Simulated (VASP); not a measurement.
Output of a VASP run:

### OSZICAR
```
...
DAV:   9    -0.108984990444E+02    0.15364E-02   -0.10587E-02  2512   0.993E-01    0.758E-02
DAV:  10    -0.108985445884E+02   -0.45544E-04   -0.23304E-04  2684   0.147E-01    0.260E-02
DAV:  11    -0.108985482204E+02   -0.36320E-05   -0.35279E-05  2488   0.580E-02    0.497E-03
DAV:  12    -0.108985479647E+02    0.25570E-06   -0.13870E-06  2028   0.121E-02
   1 F= -.10898548E+02 E0= -.10883386E+02  d E =-.108985E+02
       N       E                     dE             d eps       ncg     rms          rms(c)
DAV:   1    -0.115691260432E+02   -0.67058E+00   -0.64591E+00  2020   0.283E+01    0.596E+00
DAV:   2    -0.112126240024E+02    0.35650E+00   -0.44958E+00  2088   0.235E+01    0.366E+00
DAV:   3    -0.109323251923E+02    0.28030E+00   -0.66475E-01  2088   0.921E+00    0.867E-01
DAV:   4    -0.109279268613E+02    0.43983E-02   -0.39248E-02  2520   0.151E+00    0.422E-01
DAV:   5    -0.109283809138E+02   -0.45405E-03   -0.11796E-02  3020   0.825E-01    0.966E-02
DAV:   6    -0.109284496533E+02   -0.68740E-04   -0.62330E-04  2512   0.254E-01    0.302E-02
DAV:   7    -0.109284862616E+02   -0.36608E-04   -0.64895E-05  2672   0.677E-02    0.813E-03
DAV:   8    -0.109284873920E+02   -0.11304E-05   -0.46590E-06  2540   0.213E-02    0.268E-03
DAV:   9    -0.109284870547E+02    0.33724E-06   -0.40412E-07  1424   0.531E-03
   2 F= -.10928487E+02 E0= -.10913271E+02  d E =-.299391E-01
       N       E                     dE             d eps       ncg     rms          rms(c)
DAV:   1    -0.109302403791E+02   -0.17530E-02   -0.17935E-02  2024   0.151E+00    0.286E-01
DAV:   2    -0.109290512316E+02    0.11891E-02   -0.10863E-02  2104   0.114E+00    0.161E-01
DAV:   3    -0.109285600305E+02    0.49120E-03   -0.13562E-03  2120   0.413E-01    0.400E-02
DAV:   4    -0.109285575588E+02    0.24717E-05   -0.79575E-05  2868   0.596E-02    0.571E-03
DAV:   5    -0.109285565762E+02    0.98262E-06   -0.11933E-05  2360   0.290E-02    0.331E-03
DAV:   6    -0.109285566858E+02   -0.10960E-06   -0.46118E-07  1200   0.736E-03
   3 F= -.10928557E+02 E0= -.10913337E+02  d E =-.300087E-01
       N       E                     dE             d eps       ncg     rms          rms(c)
DAV:   1    -0.109316414532E+02   -0.30849E-02   -0.94056E-02  2116   0.323E+00    0.308E-01
DAV:   2    -0.109299514158E+02    0.16900E-02   -0.98205E-03  2248   0.109E+00    0.187E-01
DAV:   3    -0.109294086768E+02    0.54274E-03   -0.14361E-03  2304   0.433E-01    0.773E-02
DAV:   4    -0.109293393083E+02    0.69369E-04   -0.27914E-04  2172   0.132E-01    0.179E-02
DAV:   5    -0.109293411226E+02   -0.18143E-05   -0.15228E-05  2624   0.391E-02    0.704E-03
DAV:   6    -0.109293417353E+02   -0.61266E-06   -0.14219E-06  1668   0.121E-02
   4 F= -.10929342E+02 E0= -.10914182E+02  d E =-.785049E-03
       N       E                     dE             d eps       ncg     rms          rms(c)
DAV:   1    -0.109318754884E+02   -0.25344E-02   -0.94899E-02  2120   0.324E+00    0.309E-01
DAV:   2    -0.109301636214E+02    0.17119E-02   -0.98846E-03  2248   0.109E+00    0.188E-01
DAV:   3    -0.109296191160E+02    0.54451E-03   -0.14381E-03  2304   0.434E-01    0.776E-02
DAV:   4    -0.109295493457E+02    0.69770E-04   -0.28174E-04  2172   0.133E-01    0.179E-02
DAV:   5    -0.109295512159E+02   -0.18702E-05   -0.15344E-05  2616   0.393E-02    0.711E-03
DAV:   6    -0.109295518620E+02   -0.64616E-06   -0.14294E-06  1700   0.122E-02
   5 F= -.10929552E+02 E0= -.10914489E+02  d E =-.995176E-03
```

File OUTCAR:
```
------------------------ aborting loop because EDIFF is reached ----------------------------------------
  FORCE on cell =-STRESS in cart. coord.  units (eV):
  Direction    XX          YY          ZZ          XY          YZ          ZX
  --------------------------------------------------------------------------------------
  Total        0.0069537      0.0069537     -0.0144879      0.0000000      0.0000000      0.0000000
  in kB        0.2877345      0.2877346     -0.5994876      0.0000000      0.0000000      0.0000000
  external PRESSURE =      -0.0080062 kB  Pullay stress =       0.0000000 kB
  volume of cell :       38.72
      direct lattice vectors                 reciprocal lattice vectors
     4.115087711  0.000000000  0.000000000     0.243008186  0.140300832 -0.000000000
    -2.057543855  3.563770734 -0.000000000    -0.000000000  0.280601665  0.000000000
     0.000000000 -0.000000000  2.640259662    -0.000000000  0.000000000  0.378750626
 POSITION                                       TOTAL-FORCE (eV/Angst)
 -----------------------------------------------------------------------------------
     -0.00000      2.37585      1.32013        -0.000000     -0.000000      0.000000
      2.05755      1.18792      1.32013         0.000000      0.000000     -0.000000
      0.00000     -0.00000      0.00000         0.000000      0.000000      0.000000
 -----------------------------------------------------------------------------------
    total drift:                                0.000000      0.000000      0.000000
  FREE ENERGIE OF THE ION-ELECTRON SYSTEM (eV)
  ---------------------------------------------------
  free  energy   TOTEN  =       -10.9295518620 eV

  energy  without entropy=      -10.8994257183  energy(sigma->0) =      -10.91448879

 reached required accuracy - stopping structural energy minimisation
```
(Selected blocks of OUTCAR.)

File POSCAR:
```
Li2Pd
1
    4.2051200000     0.0000000000     0.0000000000
   -2.1025600000     3.6417410000     0.0000000000
    0.0000000000     0.0000000000     2.6798600000
Li Pd
2 1
Direct
  0.3333330000   0.6666670000   0.5000000000
  0.6666670000   0.3333330000   0.5000000000
  0.0000000000   0.0000000000   0.0000000000
```

Reconstruct the remaining input files.

This is not unique; one that fits is the input of the run itself, PBEsol GGA, plane waves, VASP's PBE PAW potentials (set 64).

File KPOINTS:
```
Automatic mesh
0
Gamma
9 9 12
0 0 0
```

### INCAR
```
SYSTEM = Li2Pd
PREC = Accurate
ENCUT = 400
EDIFF = 1E-6
NELM = 100
ALGO = Normal
LREAL = .FALSE.
LASPH = .TRUE.
ISMEAR = -1
SIGMA = 0.1
GGA = PS
LMAXMIX = 4
LWAVE = .FALSE.
LCHARG = .FALSE.
ISIF = 3
IBRION = 2
NSW = 50
EDIFFG = -0.01
```

POTCAR, in this order: Li_sv Pd (PBE.64 set). Program: vasp_std.

At this cut-off the stress carries a Pulay error, which pulls relaxed volumes low. Energy and stress use the plane-wave basis of the starting cell.

The structure comes from a computed database's Li2Pd entry (P6/mmm); how it stands against other phases isn't given here. This run relaxes it. Symmetry was kept, so distortions that lower it aren't found. The run is one of a series of settings (EDIFFG = -0.01, IBRION = 2, ISIF = 3, NSW = 50 against the base run), some of them coarse on purpose.
